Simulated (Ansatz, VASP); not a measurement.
## TiSi2N4 (TiSi2N4 monolayer) in two plane-wave programs

One calculation is typed for both programs; each brings its own data sets. How far apart do they land? Of the first pair: The structure shown is the start of the Ansatz relaxation below; VASP solves that cell, so the two are compared at the walk's first step.

Method: plane waves, with VASP 6.6.1 beside it; single point at PBE with D3(BJ), in Ansatz 0.2.0.

### Step 1. Set-up

The cell holds 7 atoms: 4 N, 2 Si and 1 Ti. Its edges and angles: a = 2.920 Å, b = 2.920 Å, c = 45.043 Å, α = 90.0°, β = 90.0°, γ = 120.0°. Vacuum lies along c.

As a file:

```cif
data_structure
_symmetry_space_group_name_H-M 'P 1'
_symmetry_Int_Tables_number 1
_cell_length_a 2.9200
_cell_length_b 2.9200
_cell_length_c 45.0425
_cell_angle_alpha 90.000
_cell_angle_beta 90.000
_cell_angle_gamma 120.000
_cell_volume 332.60
loop_
_atom_site_label
_atom_site_type_symbol
_atom_site_fract_x
_atom_site_fract_y
_atom_site_fract_z
_atom_site_occupancy
N1 N 0.00000 0.00000 0.42182 1
N2 N 0.33333 0.66667 0.47110 1
N3 N 0.33333 0.66667 0.52890 1
N4 N 0.00000 0.00000 0.57818 1
Si5 Si 0.33333 0.66667 0.43225 1
Si6 Si 0.33333 0.66667 0.56775 1
Ti7 Ti 0.00000 0.00000 0.50000 1
```

### Step 2. Ansatz: relaxation, PBE with D3(BJ)

Ansatz runs on its default PAW (the set named soft_2) files.

The two programs are compared at the cell with which this relaxation starts, whose forces are those of its first step.

Contents of input.yaml:

```yaml
crystal:
  lattice:
    - [2.92, 0.0, 0.0]
    - [-1.46, 2.5287941791, 0.0]
    - [0.0, 0.0, 45.0425286479]
  atoms:
    - { symbol: "N", position: [0.0, 0.0, 0.4218235648] }
    - { symbol: Si, position: [0.3333333333, 0.6666666667, 0.4322455436] }
    - { symbol: "N", position: [0.3333333333, 0.6666666667, 0.4710977141] }
    - { symbol: Ti, position: [0.0, 0.0, 0.5] }
    - { symbol: "N", position: [0.3333333333, 0.6666666667, 0.5289022859] }
    - { symbol: Si, position: [0.3333333333, 0.6666666667, 0.5677544564] }
    - { symbol: "N", position: [0.0, 0.0, 0.5781764352] }
  periodic: [true, true, false]
kpoints:
  mp_grid: { grid: [12, 12, 1] }
hamiltonian:
  xc: pbe
  dispersion: d3bj
scf:
  occupations: { method: fermi_dirac, width: 0.05 }
  convergence: { dr2_threshold: 1.0e-09 }
relax:
  f_tol: 0.004
  max_steps: 90
  cell: {}
output:
  write_potential: true
  write_density: true
  volumetric_format: npy
```

The run is started by

```sh
$ ansatz run input.yaml --threads 4 --pin off --max-ram 12288MiB --backend cpu --events-out ev --progress --plain --runs-dir out
```

Numbers of over 12 decimals in the logs are rounded to 6 here.

The log of the run:

```text
Warning: relax.cell: scf.convergence.dr2_threshold = 1e-9 eV is looser than the 2.41007176491e-10 eV advised for a relaxation that steers and ends on the stress (1e-10 eV for each atom of the cell: 7, times the square of relax.cell.stress_2d_tol = 0.05 N/m over 17.0 Å (the atoms' height at the walk's start and 5 Å past either face), 2.934e-2 GPa, over a crystal's default 0.05). What an SCF threshold leaves in a stress goes as its square root, and in the free energy as the threshold itself, and one threshold admits the most on a small cell: [figures from the program's tests cut] Set scf.convergence.dr2_threshold to 2.41007176491e-10 eV or tighter. [rest of the remark cut]
Engine: ansatz 0.2.0, aarch64-unknown-linux-gnu
Pseudopotentials: kind: paw
Pseudopotential: N, paw, valence charge 5, recommended cutoff 420 eV (normal), N.paw.azcp
Pseudopotential: Si, paw, valence charge 4, recommended cutoff 420 eV (normal), Si.paw.azcp
Pseudopotential: Ti, paw, valence charge 12, recommended cutoff 420 eV (normal), Ti.paw.azcp
Functional definition: PBE
  parameter kappa = 0.804
  parameter beta = 0.066725
  exchange = pbe_x(kappa = kappa, mu = beta*pi^2/3)
  correlation = pbe_c(beta = beta)
Crystal: 7 atoms, lattice volume = 332.598 Å³
Basis set: ecut = 420 eV, 6463 PW (Γ), exchange–correlation on 40×40×640 points (8 copies of the dense FFT grid, shifted against one another)
Bands: 27, of which v1, the nominal top of the filled ones, is band 20 counted from 1 (19 counted from 0)
Symmetry: 12 space group operations
Space group: P-6m2 (ITA 187), of the structure as read, at distance tolerance 6.9e-5 Å
k-points: 19 of 144 (time reversal used)
Non-local potential: N, projectors of the file, l = 0: 2, l = 1: 2, l = 2: 1
Non-local potential: Si, projectors of the file, l = 0: 2, l = 1: 2, l = 2: 2
Non-local potential: Ti, projectors of the file, l = 0: 3, l = 1: 2, l = 2: 3, l = 3: 1
PAW form: soft (Blöchl's): semilocal exchange-correlation on the pseudo side does not see the compensation charge
PAW one-centre angular grid: N, 110 points (default); XC on 64 Gauss nodes
PAW one-centre angular grid: Si, 110 points (default); XC on 64 Gauss nodes
PAW one-centre angular grid: Ti, 590 points (default); XC on 64 Gauss nodes
Initial density: superposition of atomic densities (neutral atoms: chi_scale 0, normalization atom), corrected by the library's trained network
Initial wavefunctions: pseudopotential atomic-orbital guess
Functional: x = pbe(κ = 0.804, μ = 0.219515), c = pbe(β = 0.066725)
SCF iter   1: F=—  HF=-5315.805902 eV  |F-HF|=—  |Δ(HF+E_count)|=         —  Δρ=2.66e-3  dr2=7.90e-2  ethr=1.77e-3  ⟨swp⟩=12.1  Hψ=4062  notcnv=0  defer=19
preconditioner: auto → Resta (q_TF=auto, 1.917 Å⁻¹)  ε∞=2.2  [insulator: Δε(μ)=1.119 eV  Ē_g=10.640 eV  σ=0.050 eV  W_gap=1.00  n_scr=26 (ndim 8)  ℏωp=11.5 eV  f_vac=0.764  D(μ)=0.00/eV (n_scr^D=0)  ε∞_Penn≈2.2  vacuum switching on, ρ_ref=8.2e-3 e/Å³]
SCF iter   2: F=—  HF=-5315.810977 eV  |F-HF|=—  |Δ(HF+E_count)|=   5.08e-3  Δρ=4.47e-3  dr2=1.13e-1  ethr=1.97e-4  ⟨swp⟩=4.4  Hψ=1284  notcnv=0  defer=34
SCF iter   3: F=—  HF=-5315.798120 eV  |F-HF|=—  |Δ(HF+E_count)|=   1.29e-2  Δρ=1.23e-3  dr2=6.51e-3  ethr=1.97e-4  ⟨swp⟩=2.5  Hψ=652  notcnv=0  defer=34
SCF iter   4: F=—  HF=-5315.800574 eV  |F-HF|=—  |Δ(HF+E_count)|=   2.45e-3  Δρ=5.46e-4  dr2=1.24e-3  ethr=1.63e-5  ⟨swp⟩=3.5  Hψ=1114  notcnv=0  defer=34
SCF iter   5: F=—  HF=-5315.800891 eV  |F-HF|=—  |Δ(HF+E_count)|=   3.17e-4  Δρ=1.60e-4  dr2=8.66e-5  ethr=3.11e-6  ⟨swp⟩=2.7  Hψ=878  notcnv=0  defer=34
SCF iter   6: F=—  HF=-5315.800708 eV  |F-HF|=—  |Δ(HF+E_count)|=   1.83e-4  Δρ=6.13e-5  dr2=1.74e-5  ethr=2.17e-7  ⟨swp⟩=3.4  Hψ=1126  notcnv=0  defer=34
SCF iter   7: F=—  HF=-5315.800705 eV  |F-HF|=—  |Δ(HF+E_count)|=   2.71e-6  Δρ=3.30e-5  dr2=3.79e-6  ethr=4.36e-8  ⟨swp⟩=3.0  Hψ=926  notcnv=0  defer=34
SCF iter   8: F=—  HF=-5315.800756 eV  |F-HF|=—  |Δ(HF+E_count)|=   5.12e-5  Δρ=7.37e-6  dr2=2.15e-7  ethr=9.48e-9  ⟨swp⟩=3.1  Hψ=946  notcnv=0  defer=34
SCF iter   9: F=—  HF=-5315.800756 eV  |F-HF|=—  |Δ(HF+E_count)|=   9.12e-8  Δρ=1.71e-6  dr2=8.06e-9  ethr=5.37e-10  ⟨swp⟩=3.2  Hψ=1064  notcnv=0  defer=34
SCF iter  10: F=-5315.800756 eV  HF=-5315.800756 eV  |F-HF|=2.55e-11  |Δ(HF+E_count)|=   4.22e-9  Δρ=2.38e-7  dr2=1.65e-10  ethr=2.50e-12  ⟨swp⟩=10.3  Hψ=4624  notcnv=0
SCF 1 converged in 10 iterations: F = -5315.800756 eV  dr2 = 1.65e-10
[...]
SCF iter   6: F=—  HF=-5316.214102 eV  |F-HF|=—  |Δ(HF+E_count)|=   6.37e-8  Δρ=4.84e-6  dr2=1.28e-7  ethr=1.31e-9  ⟨swp⟩=2.6  Hψ=834  notcnv=0
SCF iter   7: F=—  HF=-5316.214102 eV  |F-HF|=—  |Δ(HF+E_count)|=   1.58e-8  Δρ=6.19e-7  dr2=1.00e-9  ethr=2.50e-12  ⟨swp⟩=12.5  Hψ=5183  notcnv=0
SCF iter   8: F=-5316.214102 eV  HF=-5316.214102 eV  |F-HF|=5.00e-11  |Δ(HF+E_count)|=  3.55e-10  Δρ=2.04e-7  dr2=1.55e-10  ethr=2.50e-12  ⟨swp⟩=11.1  Hψ=3522  notcnv=0
SCF 6 converged in 8 iterations: F = -5316.214102 eV  dr2 = 1.55e-10
relax step   6: F+E_penalty+E_count = -5316.21410207 eV  Δ(F+E_penalty+E_count) = -1.366e-4 eV  max|allowed force component| = 2.215e-4 eV/Å  Δτ_max = 0.0009 Å  P = -0.000 N/m  Ω = 332.849 Å³  energy of the carried Pulay correction = -1.615e-4 eV  fix = [c, alpha, beta]  reactions: c -0.000 N/m  (8 SCF iters, accepted)
Initial wavefunctions: pseudopotential atomic-orbital guess (no wavefunctions were taken with the density)
iter 1 solved again at ethr=2.20e-7 eV; its pass at ethr=3.10e-3 eV (dr2=8.81e-5 eV) is discarded
SCF iter   1: F=—  HF=-5316.214400 eV  |F-HF|=—  |Δ(HF+E_count)|=         —  Δρ=6.49e-6  dr2=2.23e-8  ethr=2.20e-7  ⟨swp⟩=6.6  Hψ=6838  notcnv=0
eigensolver tolerance schedule: the retry pair's looser diagonalisation over-reported the residual by 3951.35 of it (diagonalisation noise at 0.39 of the residual, at the tolerance the schedule requests for it); recorded, not acted on — ethr = c·dr2/N_el stays at c = 1.0e-1
preconditioner: auto → Resta (q_TF=auto, 1.917 Å⁻¹)  ε∞=2.1  [insulator: Δε(μ)=1.369 eV  Ē_g=10.867 eV  σ=0.050 eV  W_gap=1.00  n_scr=26 (ndim 8)  ℏωp=11.5 eV  f_vac=0.769  D(μ)=0.00/eV (n_scr^D=0)  ε∞_Penn≈2.1  vacuum switching on, ρ_ref=8.6e-3 e/Å³]
SCF iter   2: F=—  HF=-5316.214270 eV  |F-HF|=—  |Δ(HF+E_count)|=   1.30e-4  Δρ=3.32e-6  dr2=1.18e-8  ethr=5.57e-11  ⟨swp⟩=5.9  Hψ=2000  notcnv=0
SCF iter   3: F=—  HF=-5316.214277 eV  |F-HF|=—  |Δ(HF+E_count)|=   7.02e-6  Δρ=2.37e-6  dr2=2.87e-9  ethr=2.94e-11  ⟨swp⟩=2.7  Hψ=790  notcnv=0
SCF iter   4: F=—  HF=-5316.214290 eV  |F-HF|=—  |Δ(HF+E_count)|=   1.27e-5  Δρ=6.00e-7  dr2=1.70e-9  ethr=7.17e-12  ⟨swp⟩=3.8  Hψ=1111  notcnv=0
SCF iter   5: F=-5316.214292 eV  HF=-5316.214292 eV  |F-HF|=1.67e-7  |Δ(HF+E_count)|=   1.40e-6  Δρ=3.56e-7  dr2=8.17e-10  ethr=2.50e-12  ⟨swp⟩=15.1  Hψ=4970  notcnv=0
SCF 7 converged in 5 iterations: F = -5316.214292 eV  dr2 = 8.17e-10
relax step   7: F+E_penalty+E_count = -5316.21429167 eV  Δ(F+E_penalty+E_count) = -1.896e-4 eV  max|allowed force component| = 1.575e-4 eV/Å  Δτ_max = 0.0000 Å  P = +0.008 N/m  Ω = 332.849 Å³  fix = [c, alpha, beta]  reactions: c +0.000 N/m  stress off target by 7.94e-3 N/m on what of the cell is left free  SCF on the basis re-selected at this cell (its energy is not comparable with the rows above)  (5 SCF iters)
basis re-selected at this cell: Δ(F+E_penalty+E_count) = -1.896e-4 eV, ΔP = +0.008 N/m vs the last step (what re-selecting the basis moved, of the pressure what is left beyond the Pulay correction that the steps carried, after the strain that the cell walked since its last selection, with what the two solves' SCF thresholds leave and, on support functions, any second-order correction that the steps lacked; it is no m [...]
WARN: The output density's exchange-correlation potential varies sharply where the density is thin. Do not read a vacuum level from v_tot or v_xc, or from such a field of the output density. On a cell that repeats whose density bears no net charge and no dipole along the vacuum's axis use v_es (v_loc + v_h of the components); under efield.dipole_correction with no amplitude use v_es + v_field, which holds any externa [...]
SCF converged after 5 iterations
Free energy (F): -5316.214292 eV
Harris-Foulkes:  -5316.214292 eV  (|F-HF|=1.67e-7)
Internal energy: -5316.214291 eV  (E = F + TS)
E sigma→0 (E₀):  -5316.214292 eV
Entropy (-TS):   -0.000000 eV (-0.000 meV/atom)
Fermi energy:    -6.023920 eV
--- Per-component energies (eV) ---
  E_band       = -772.758546
  E_kinetic    = 897.102019
  E_local      = -170954.268664  (includes V_loc(G=0)·N_el)
  E_nonlocal   = 235.041920
  E_hartree    = 84915.127007
  E_xc         = -454.662071
  E_vxc        = -529.716013  (∫ρ·V_xc dr)
  E_paw        = -2581.873874  (= ΣΔE_a)
  E_vpaw       = -251.170359  (= ΣTr[D̂ρ^β])
  E_aug_tail   = 0.000528  (compensation charges beyond the density's cutoff)
  E_ewald      = 82629.109574
  E_disp       = -1.790730  (pairwise vdW)
  E_smearing   = -0.000000  (= −TS)
  E_closure    = 0.000000  (closes the sum)
  Σ components = -5316.214292   (vs F -5316.214292, Δ=0.00e0)
--- Forces (eV/Å), atoms counted from 1 ---
  atom   1  N     -0.00000000    -0.00000000     0.00011545
  atom   2  Si     0.00000000     0.00000000     0.00008667
  atom   3  N     -0.00000000    -0.00000000    -0.00015746
  atom   4  Ti     0.00000000    -0.00000000    -0.00000000
  atom   5  N     -0.00000000    -0.00000000     0.00015746
  atom   6  Si     0.00000000     0.00000000    -0.00008667
  atom   7  N      0.00000000    -0.00000000    -0.00011545
  max |Σ_I F_I| component: 5.18e-16 eV/Å
--- 2D stress c σ (N/m, compression-positive) ---
        0.007938       0.000000       0.000000
        0.000000       0.007938       0.000000
        0.000000       0.000000       0.000000
  P = ½ c Tr σ = 0.0079 N/m
--- Band table (eV; the first three rows and the last of 19) ---
  k-point 0: bands = [... 16 lower, -8.3865, -7.2488, -7.1111, -7.1111, -4.2761, -2.2195, -2.2195, -2.1129, ... 3 higher]
  k-point 1: bands = [... 16 lower, -8.2986, -7.3904, -7.2335, -7.0508, -4.3383, -2.3315, -2.3185, -2.1537, ... 3 higher]
  k-point 2: bands = [... 16 lower, -8.0622, -7.7258, -7.5383, -7.1164, -4.6535, -2.4092, -2.3310, -2.2607, ... 3 higher]
  k-point 18: bands = [... 16 lower, -9.3766, -9.0046, -7.3025, -6.6487, -4.8110, -3.3136, -1.9810, -1.5773, ... 3 higher]
  the weakly bound empty levels are not read free of the cell's end (no_gap_told)
--- Relaxed structure (6 steps of the walk, 6 accepted, 1 SCFs on fresh bases) ---
  F+E_penalty+E_count = -5316.21429167 eV   max|allowed force component| = 1.575e-4 eV/Å   (the final SCF, on the basis selected at the relaxed cell)
  cell:  # Å, volume = 332.8492 Å³
    - [2.921104, 0.0, 0.0]
    - [-1.460552, 2.529751, 0.0]
    - [0.0, 0.0, 45.0425286479]
  atoms:
    - { symbol: N, position: [1.0573552618554993e-17, -5.135725556199063e-17, 0.423708] }
    - { symbol: Si, position: [0.333333, 0.666667, 0.435146] }
    - { symbol: N, position: [0.333333, 0.666667, 0.473916] }
    - { symbol: Ti, position: [1.0573552618555009e-17, -5.135725556199062e-17, 0.5] }
    - { symbol: N, position: [0.333333, 0.666667, 0.526084] }
    - { symbol: Si, position: [0.333333, 0.666667, 0.564854] }
    - { symbol: N, position: [1.0573552618554993e-17, -5.135725556199063e-17, 0.576292] }
```

(Continued in part 2 of 2.)

[Lines on the potential files, build, host, timing and source positions are cut from VASP's logs without a mark.]

[Logs are printed without paths, hosts, clocks, repeated set-up lines and the standing remarks that a program may print on its own settings, such as how far it seeks lower states.]

[Hosts, paths, dates, database ids (printed as entryN), source tags and the programs' standing remarks are cut or masked in the printed files.]
